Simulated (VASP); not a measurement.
These are PBEsol GGA, VASP's PBE PAW potentials (set 64) (plane waves; VASP 6.6.1) values and carry that method's errors.

A VASP calculation is set up with these files.

**INCAR**
```
ALGO  =  Normal
EDIFF  =  1E-6
EDIFFG  =  -0.02
ENCUT  =  400
GGA  =  PS
IBRION  =  2
ISIF  =  3
ISMEAR  =  0
LASPH  =  .TRUE.
LCHARG  =  .FALSE.
LMAXMIX  =  4
LREAL  =  .FALSE.
LWAVE  =  .FALSE.
NELM  =  100
NSW  =  60
PREC  =  Accurate
SIGMA  =  0.05
SYSTEM  =  CdZn3Se4
```

### POSCAR
```
CdZn3Se4
1
    0.0000000000     2.8693281146     2.8693281146
    2.8693281146    -0.0000000000     2.8693281146
   11.5270684380    11.5270684380    -0.0497559797
Zn Se Cd
3 4 1
Direct
  0.9865654708   0.9865654708   0.0100758969
  0.0000208148   0.0000208148   0.2499843889
  0.0112842024   0.0112842024   0.4915368482
  0.2431524355   0.2431524355   0.0676356734
  0.2554637088   0.2554637088   0.3084022184
  0.2675496956   0.2675496956   0.5493377283
  0.2300001476   0.2300001476   0.8274998893
  0.0059635246   0.0059635246   0.7455273565
```

KPOINTS:
```
Automatic mesh
0
Gamma
6 6 2
0 0 0
```

POTCAR, in this order: Zn Se Cd (PBE.64 set). Program: vasp_std.

### Question
Predict the energy per atom (σ→0), volume per atom, band gap (on the k-mesh).

### Answer

```yaml
energy per atom (σ→0): -3.292 eV/atom
band gap (on the k-mesh): 0.77 eV
volume_per_atom: 23.70 Å³/atom
```

### OSZICAR
```
...
   3 F= -.26333131E+02 E0= -.26333131E+02  d E =-.573537E-03
       N       E                     dE             d eps       ncg     rms          rms(c)
DAV:   1    -0.263334013873E+02   -0.27066E-03   -0.34875E-02  1974   0.106E+00    0.970E-02
DAV:   2    -0.263332868010E+02    0.11459E-03   -0.94064E-04  2352   0.361E-01    0.389E-02
DAV:   3    -0.263332635904E+02    0.23211E-04   -0.60286E-05  2186   0.554E-02    0.245E-02
DAV:   4    -0.263332553820E+02    0.82083E-05   -0.12323E-05  2208   0.247E-02    0.727E-03
DAV:   5    -0.263332546000E+02    0.78198E-06   -0.30826E-06  1527   0.200E-02
   4 F= -.26333255E+02 E0= -.26333255E+02  d E =-.123926E-03
```

The structure was generated: CdZn3Se4 was put into an ordered model structure (R3m), which need not be its known phase. This run relaxes it. Symmetry was kept, so distortions that lower it aren't found. The start is the result of an earlier pass.
